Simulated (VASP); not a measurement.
Consider the following.

```
CELL_PARAMETERS angstrom
      2.93848     0.00000     0.00000
     -1.46924     2.54480     0.00000
      0.00000     0.00000    24.13301
ATOMIC_POSITIONS crystal
  Ti 0.66667 0.33333 0.45197
  Ti 0.33333 0.66667 0.35591
  Ti 0.66667 0.33333 0.64409
  Ti 0.33333 0.66667 0.54803
```

Method: r2SCAN meta-GGA, VASP's PBE PAW potentials (set 64) (plane waves; VASP). Settings: PREC = Normal, EDIFF = 1E-5, 400 eV cut-off, 11×11×1 Γ-centred mesh, first-order Methfessel-Paxton smearing of 0.10 eV, potentials Ti_sv.

### Question
The ions are relaxed. Give the cell that the relaxation ends in.

### Answer

```
CELL_PARAMETERS angstrom
      2.93848     0.00000     0.00000
     -1.46924     2.54480     0.00000
      0.00000     0.00000    24.13301
ATOMIC_POSITIONS crystal
  Ti 0.66667 0.33333 0.44905
  Ti 0.33333 0.66667 0.35993
  Ti 0.66667 0.33333 0.64007
  Ti 0.33333 0.66667 0.55095
```

### Question
How much energy does the relaxation gain?

### Answer
The energy (σ→0) changes by -27.6 meV/atom, in 12 ionic steps.

The cell is a thin slab with vacuum, built from Ti (hcp): (001) face.
